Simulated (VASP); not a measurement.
Computed with PBEsol GGA, VASP's PBE PAW potentials (set 64) (plane waves; VASP).

VASP input:

POSCAR:
```
BAs
1.0
  0.0000000000   2.3890330043   2.3890330043
  2.3890330043   0.0000000000   2.3890330043
  2.3890330043   2.3890330043   0.0000000000
B As
1 1
Cartesian
  0.0000000000   0.0000000000   0.0000000000
  1.1945165021   1.1945165021   1.1945165021
```

INCAR:
```
SYSTEM = BAs
PREC = Accurate
ENCUT = 620
EDIFF = 1E-6
NELM = 100
ALGO = Normal
LREAL = .FALSE.
LASPH = .TRUE.
ISMEAR = 0
SIGMA = 0.05
GGA = PS
LMAXMIX = 4
LWAVE = .FALSE.
LCHARG = .FALSE.
IBRION = 2
ISIF = 3
NSW = 40
EDIFFG = -0.02
```

**KPOINTS**
```
Automatic mesh
0
G
10 10 10
0 0 0
```

POTCAR, in this order: B As (PBE.64 set). Program: vasp_std.

Q: Estimate the energy per atom (σ→0).

A: 
```yaml
energy per atom (σ→0): -6102 meV/atom
```

**OSZICAR**
```
...
DAV:   6    -0.122823054160E+02    0.52937E+00   -0.15760E+00   768   0.638E+00    0.244E+00
DAV:   7    -0.122140665121E+02    0.68239E-01   -0.20027E-01  1056   0.266E+00    0.901E-01
DAV:   8    -0.122047637077E+02    0.93028E-02   -0.20494E-02   816   0.948E-01    0.108E-01
DAV:   9    -0.122048910430E+02   -0.12734E-03   -0.49224E-04   944   0.186E-01    0.583E-02
DAV:  10    -0.122049558110E+02   -0.64768E-04   -0.13454E-04   784   0.793E-02    0.137E-02
DAV:  11    -0.122049583227E+02   -0.25117E-05   -0.39256E-06  1136   0.173E-02    0.121E-02
DAV:  12    -0.122049579907E+02    0.33205E-06   -0.11470E-06   400   0.678E-03
   1 F= -.12204958E+02 E0= -.12204958E+02  d E =-.122050E+02
```

The structure was generated: BAs was put into the zinc blende type (F-43m), which need not be its known phase. It was relaxed first, which changed the volume by +6 %.
